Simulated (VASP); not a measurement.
Energy against volume of PtAl2 (fluorite). Method: TPSS meta-GGA, VASP's PBE PAW potentials (set 64) (plane waves; VASP).

```tsv
V (Å³/atom)	E (eV/atom)
16.265	-8.25557
16.784	-8.27823
17.303	-8.28528
17.822	-8.27902
18.341	-8.26146
```

Question: Fit a third-order Birch-Murnaghan equation of state.

Answer: 
| Item | Value |
|---|---|
| volume per atom | 17.30 Å³/atom |
| bulk modulus | 1360 kbar |
| pressure derivative of the bulk modulus | 4.38 |
| lattice constant a | 592.2 pm |

The compound is PtAl2 in the fluorite structure. It was relaxed first.
